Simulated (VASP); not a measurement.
A VASP calculation is set up with these files.

**POSCAR**
```
KCl
1
    0.0000000000     3.1450000000     3.1450000000
    3.1450000000     0.0000000000     3.1450000000
    3.1450000000     3.1450000000     0.0000000000
K Cl
1 1
Direct
  0.0000000000   0.0000000000   0.0000000000
  0.5000000000   0.5000000000   0.5000000000
```

### KPOINTS
```
Automatic mesh
0
Gamma
6 6 6
0 0 0
```

INCAR:
```
SYSTEM = KCl
PREC = Accurate
ENCUT = 400
EDIFF = 1E-6
NELM = 100
ALGO = Normal
LREAL = .FALSE.
LASPH = .TRUE.
ISMEAR = 0
SIGMA = 0.05
GGA = PE
LWAVE = .FALSE.
LCHARG = .FALSE.
ISIF = 2
IBRION = 0
NSW = 3
TEBEG = 300
```

POTCAR, in this order: K_sv Cl (PBE.64 set). Program: vasp_std.

Problem. What happens when VASP runs on this input?

Solution. There is a fault: molecular dynamics (IBRION = 0) was asked for without POTIM. VASP stops with an error: Fatal error! IBRION=0, but no entry for POTIM on file INCAR. MUST be specified! ----> I REFUSE TO CONTINUE WITH THIS SICK JOB ... BYE!!! <----



To mend it, set POTIM to the time step in fs (1 to 2 fs suits most solids). The plain static run on this cell (PBE GGA, plane waves, VASP's PBE PAW potentials (set 64)) converges, and its OSZICAR ends with
```
   1 F= -.68031473E+01 E0= -.68031473E+01  d E =-.813643E-11
```

The compound is KCl in the rock salt structure. The cell was not relaxed at this level.
